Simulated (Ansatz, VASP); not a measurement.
## Cross-check of TaN between VASP and Ansatz

Wanted: the spread between two codes on one cell, functional and k mesh. The cell is taken from a series of runs on this material, whose earlier steps may have relaxed, scaled, displaced or heated it; both programs get it as it stands.

Program: Ansatz 0.2.0. Level of theory: plane waves, with VASP 6.6.1 beside it; zone-centre phonons at LDA. Results are calculated unless marked as measured.

### Step 1. The structure

Symmetry: P-6m2, No. 187, hexagonal system. The conventional cell has a = 2.887 Å, b = 2.887 Å, c = 2.966 Å, α = 90.00°, β = 90.00°, γ = 120.00°. N has 6 Ta at 2.23 Å nearest. Nearest to Ta lie 6 N at 2.23 Å. Farther neighbours and most contacts between anions are not listed.

### Step 2. Ansatz: zone-centre phonons, LDA

Ansatz runs on its PAW soft_1 files.

Second derivatives magnify differences that forces hide, and they need a tight electronic threshold.

Contents of input.yaml:

```yaml
crystal:
  lattice:
    - [2.886696074, 0.0, 0.0]
    - [-1.443348037, 2.4999521331, 0.0]
    - [0.0, 0.0, 2.9657624818]
  atoms:
    - { symbol: "N", position: [0.666666666, 0.333333334, 0.0] }
    - { symbol: Ta, position: [7.0e-10, -7.0e-10, 0.5] }
kpoints:
  mp_grid: { grid: [18, 18, 16] }
hamiltonian:
  xc: lda
  pseudopotentials: { kind: paw, azcp: { folder: soft_1 }, xc_functional: pbe }
scf:
  occupations: { method: methfessel_paxton, width: 0.2 }
output:
  eigenvalues: true
phonons:
  method: dfpt
```

On the command line:

```sh
$ ansatz run input.yaml --threads 4 --pin off --max-ram 10240MiB --backend cpu --events-out ev --progress --plain --runs-dir out
```

Numbers of over 12 decimals in the logs are rounded to 6 here.

What it wrote:

```text
zone centre: on kpoints.mp_grid the ground state, and the responses unless they are solved on pairs of k-points, stand on 819 of the mesh's 5184 k-points, reduced under 4 symmetry operations, with k and −k counted as one. Each operation leaves every solved displacement unchanged or reverses it
Engine: ansatz 0.2.0, aarch64-unknown-linux-gnu
Pseudopotentials: kind: paw
Pseudopotential: N, paw, valence charge 5, recommended cutoff 420 eV (normal), soft_1/N.paw.azcp
Pseudopotential: Ta, paw, valence charge 13, recommended cutoff 420 eV (normal), soft_1/Ta.paw.azcp
Functional definition: SPW92
  exchange = slater_x
  correlation = pw_c
Crystal: 2 atoms, lattice volume = 21.403 Å³
Basis set: ecut = 420 eV, 405 PW (Γ), exchange–correlation on 40×40×40 points (8 copies of the dense FFT grid, shifted against one another)
Bands: 13, of which v1, the nominal top of the filled ones, is band 9 counted from 1 (8 counted from 0)
Symmetry: 12 space group operations
k-points: 819 of 5184 (irreducible under 4 space group operations, time reversal used)
Non-local potential: N, projectors of the file, l = 0: 2, l = 1: 2, l = 2: 1
Non-local potential: Ta, projectors of the file, l = 0: 3, l = 1: 2, l = 2: 2, l = 3: 1
PAW form: soft (Blöchl's): semilocal exchange-correlation on the pseudo side does not see the compensation charge
PAW frozen core: N, regenerated for the run's functional, and the local potential with it (the file was generated under x = pbe(κ = 0.804, μ = 0.219515), c = pbe(β = 0.066725))
PAW frozen core: Ta, regenerated for the run's functional, and the local potential with it (the file was generated under x = pbe(κ = 0.804, μ = 0.219515), c = pbe(β = 0.066725))
PAW one-centre angular grid: N, 110 points (default); XC on 64 Gauss nodes
PAW one-centre angular grid: Ta, 590 points (default); XC on 64 Gauss nodes
Initial density: superposition of atomic densities (chi_scale 0.1, normalization cell, long waves kept (reshape's long-wave potential 0.00 eV rms))
Initial wavefunctions: pseudopotential atomic-orbital guess
Functional: x = slater, c = lda
SCF iter   1: F=—  HF=-10060.015823 eV  |F-HF|=—  |Δ(HF+E_count)|=         —  Δρ=4.83e-2  dr2=3.07e-1  ethr=3.10e-3  ⟨swp⟩=5.0  Hψ=53337  notcnv=0
preconditioner: auto → none  [metal: Δε(μ)=0.054 eV  Ē_g=11.029 eV  σ=0.200 eV  W_gap=0.23  n_scr=8 (ndim 8)  ℏωp=25.4 eV  f_vac=0.000  D(μ)=0.06/eV (n_scr^D=0)  sad-step TF]
SCF iter   2: F=—  HF=-10059.982035 eV  |F-HF|=—  |Δ(HF+E_count)|=   3.38e-2  S|Δr|=    0.00e0  Δρ=3.00e-2  dr2=1.29e-1  ethr=1.70e-3  ⟨swp⟩=1.0  Hψ=17199  notcnv=0
SCF iter   3: F=—  HF=-10059.952506 eV  |F-HF|=—  |Δ(HF+E_count)|=   2.95e-2  S|Δr|=    0.00e0  Δρ=1.48e-3  dr2=2.55e-4  ethr=7.14e-4  ⟨swp⟩=2.8  Hψ=16009  notcnv=0
SCF iter   4: F=—  HF=-10059.952517 eV  |F-HF|=—  |Δ(HF+E_count)|=   1.15e-5  S|Δr|=    0.00e0  Δρ=3.00e-4  dr2=1.98e-5  ethr=1.42e-6  ⟨swp⟩=2.5  Hψ=17103  notcnv=0
SCF iter   5: F=—  HF=-10059.952512 eV  |F-HF|=—  |Δ(HF+E_count)|=   5.64e-6  S|Δr|=    0.00e0  Δρ=2.87e-5  dr2=6.18e-8  ethr=1.10e-7  ⟨swp⟩=2.3  Hψ=15022  notcnv=0
SCF iter   6: F=—  HF=-10059.952512 eV  |F-HF|=—  |Δ(HF+E_count)|=   1.24e-7  S|Δr|=    0.00e0  Δρ=5.88e-6  dr2=4.35e-9  ethr=3.43e-10  ⟨swp⟩=2.2  Hψ=17059  notcnv=0
SCF iter   7: F=—  HF=-10059.952512 eV  |F-HF|=—  |Δ(HF+E_count)|=  9.11e-10  S|Δr|=    0.00e0  Δρ=8.20e-7  dr2=7.89e-11  ethr=2.41e-11  ⟨swp⟩=2.0  Hψ=14856  notcnv=0
SCF iter   8: F=-10059.952512 eV  HF=-10059.952512 eV  |F-HF|=1.82e-12  |Δ(HF+E_count)|=  2.18e-11  S|Δr|=    0.00e0  Δρ=7.67e-8  dr2=4.98e-13  ethr=1.00e-12  ⟨swp⟩=6.1  Hψ=46648  notcnv=0
SCF 1 converged in 8 iterations: F = -10059.952512 eV  dr2 = 4.98e-13
  greatest PAW one-centre occupation: 0.999 electrons in one spin orbital (limit 2), on the Ta atom at site 1 (counted from 0), in its partial waves of l = 0
DFPT response loops at Γ: preconditioner auto → Kerker (q_TF=auto, 2.651 Å⁻¹) (partly filled bands, converged f_vac=0.000); β = 1.00, the filter's whole step (`scf.mixing.beta` (0.50) is not read by the response loops under this deck's `scf.mixing.preconditioner`; to damp them name `kerker` or `kerker_dos`, under which they read `scf.mixing.beta`, and type it under 1.00, their step now; both keys bind the ground state too); Broyden in place of MSR1
SCF converged after 8 iterations
Stability not checked: this state was not tested for a lower state beside it, because cold or Methfessel-Paxton smearing, or corrected tetrahedra, fill the levels in a way that the test cannot read (fill_not_monotonic; see scf.lower_state_search)
Free energy (F): -10059.952512 eV
Harris-Foulkes:  -10059.952512 eV  (|F-HF|=1.82e-12)
Internal energy: -10059.952719 eV  (E = F + TS)
E sigma→0 (E₀):  -10059.952564 eV
Entropy (-TS):   0.000208 eV (0.104 meV/atom)
Fermi energy:    19.833738 eV
--- Per-component energies (eV) ---
  E_band       = -56.915819
  E_kinetic    = 523.141062
  E_local      = -587.053483  (includes V_loc(G=0)·N_el)
  E_nonlocal   = 30.239215
  E_hartree    = 207.956387
  E_xc         = -378.536865
  E_vxc        = -310.533767  (∫ρ·V_xc dr)
  E_paw        = -8176.467408  (= ΣΔE_a)
  E_vpaw       = -128.622551  (= ΣTr[D̂ρ^β])
  E_aug_tail   = 0.000930  (compensation charges beyond the density's cutoff)
  E_ewald      = -1679.571598
  E_core_change = 0.339041  (= ΣΔE_core)
  E_smearing   = 0.000208  (= −TS)
  E_closure    = 0.000000  (closes the sum)
  Σ components = -10059.952512   (vs F -10059.952512, Δ=0.00e0)
--- Band table (eV; the first three rows and the last of 819) ---
  k-point 0: bands = [... 5 lower, 15.5120, 15.6855, 15.6855, 16.7247, 22.6460, 23.2275, 23.2275, 23.8007]
  k-point 1: bands = [... 5 lower, 15.1574, 15.7160, 15.7160, 17.0312, 22.7309, 22.7309, 22.7774, 24.1746]
  k-point 2: bands = [... 5 lower, 14.4454, 15.8040, 15.8040, 17.6337, 22.0058, 22.0058, 23.1408, 24.5294]
  k-point 818: bands = [... 5 lower, 12.4587, 13.1749, 15.7790, 18.7361, 24.1830, 24.5315, 26.0072, 26.9550]
--- Phonons (Γ-DFPT): 4 representative perturbations + reference, on 819 of 5184 k-points (Σ response iterations 12) ---
  k mesh reduced under 4 symmetry operations, with k and −k counted as one. Each operation leaves every solved displacement unchanged or reverses it
  ASR residual: 4.526e-5 → 0.000e0 eV/Å²; symmetrization residual: 2.154e-6 eV/Å²
  ASR residual per site (eV/Å²): 4.53e-5 2.13e-5
  Γ frequencies (cm⁻¹): 0.00 0.00 0.00 496.43 506.82 506.82
  non-analytic LO–TO correction: not included (Born effective charges unavailable; polar crystals: no LO–TO splitting at Γ)
```

(Continued in part 2 of 2.)

[Lines on the potential files, build, host, timing and source positions are cut from VASP's logs without a mark.]

[Logs are printed without paths, hosts, clocks, repeated set-up lines and the standing remarks that a program may print on its own settings, such as how far it seeks lower states.]

[Hosts, paths, dates, database ids (printed as entryN), source tags and the programs' standing remarks are cut or masked in the printed files.]
